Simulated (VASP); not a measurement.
System: Sn (diamond type, first atom moved by 0.06 Å along [111]), 2 atoms in the cell.

```xyz
2
Lattice="0.0000 3.3250 3.3250 3.3250 0.0000 3.3250 3.3250 3.3250 0.0000" Properties=species:S:1:pos:R:3 pbc="T T T"
Sn    0.0346    0.0346    0.0346
Sn    1.6625    1.6625    1.6625
```

Code and potentials: VASP, Sn_d, 313 eV. Settings: k-mesh 4×4×4 Γ-centred; Fermi–Dirac smearing of 0.1 eV; no spin polarisation; no spin–orbit coupling. For HSE06: HFSCREEN = 0.208; HFRCUT = 0; PRECFOCK = Normal.

Plain PBE gives:

- Pressure: 0.28 GPa

| atom | Fx (eV/Å) | Fy (eV/Å) | Fz (eV/Å) |
| --- | --- | --- | --- |
| Sn1 | -0.236 | -0.236 | -0.236 |
| Sn2 | 0.236 | 0.236 | 0.236 |

(1) What changes under HSE06?

Answers

(1) The pressure drops by 1.84 GPa to -1.56 GPa; the forces move by 13 meV/Å (rms):

```csv
atom,Fx (eV/Å),Fy (eV/Å),Fz (eV/Å)
Sn1,-0.244,-0.244,-0.244
Sn2,0.244,0.244,0.244
```

VASP prints the stress at a fixed plane-wave basis, so it holds the Pulay stress of this cutoff.

The k-mesh is coarse, so these values belong to this mesh and can lie far from the converged ones. Potentials made with PBE were used with another functional (at least in: VASP, Sn_d, 313 eV (HSE06)).
